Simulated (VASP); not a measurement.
VASP runs on Y (hcp) share one base input (PBE GGA, plane waves, VASP's PBE PAW potentials (set 64)) and change the settings named in each case.

### KPOINTS
```
Automatic mesh
0
Gamma
10 10 6
0 0 0
```

### INCAR
```
SYSTEM = Y
PREC = Accurate
ENCUT = 400
EDIFF = 1E-6
NELM = 100
ALGO = Normal
LREAL = .FALSE.
LASPH = .TRUE.
ISMEAR = 1
SIGMA = 0.1
GGA = PE
LMAXMIX = 4
LWAVE = .FALSE.
LCHARG = .FALSE.
ISIF = 2
```

File POSCAR:
```
Y
1
    1.8250000000    -3.1609930000     0.0000000000
    1.8250000000     3.1609930000     0.0000000000
    0.0000000000     0.0000000000     5.7300000000
Y
2
Direct
  0.3333330000   0.6666670000   0.2500000000
  0.6666670000   0.3333330000   0.7500000000
```

POTCAR, in this order: Y_sv (PBE.64 set). Program: vasp_std.

```tsv
change	pressure (GPa)	electronic steps
base run	-0.44	14
EDIFF = 1E-2	0.77	9
EDIFF = 1E-3	-0.84	10
EDIFF = 1E-4	-0.39	12
EDIFF = 1E-5	-0.37	12
EDIFF = 1E-8	-0.44	16
```

Left out are runs that ran out of time, are held back, or changed the cell or the kind of run, fixed moments of cells without a moment, rows past the twelfth, gaps on odd meshes, pressures of charged cells and columns that move by less than the noise.

The compound is Y in the hcp structure. The cell was not relaxed at this level.
